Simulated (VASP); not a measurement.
Consider the following.

```
AlP
1.0
    0.00000     2.73649     2.73649
    2.73649     0.00000     2.73649
    2.73649     2.73649     0.00000
Al P
1 1
Direct
  0.00000   0.00000   0.00000
  0.75000   0.75000   0.75000
```

Level of theory: PBE GGA, VASP's PBE PAW potentials (set 64) (plane waves; VASP). Settings: 300 eV cut-off, 10×10×10 Γ-centred mesh, Gaussian smearing of 0.010 eV, potentials Al P.

Q: Predict the energy per atom (σ→0), pressure, band gap (on the k-mesh) with the smallest direct gap where there is one.

A: 
```yaml
band gap (on the k-mesh): 1.60 eV
smallest direct gap (on the k-mesh): 3.24 eV
energy per atom (σ→0): -5.184 eV/atom
pressure: 1.43 GPa
```

Total energies compare only between runs with the same potentials, cut-off and functional.

The structure comes from a computed database's AlP entry; how it stands against other phases isn't given here. The cell was not relaxed at this level.
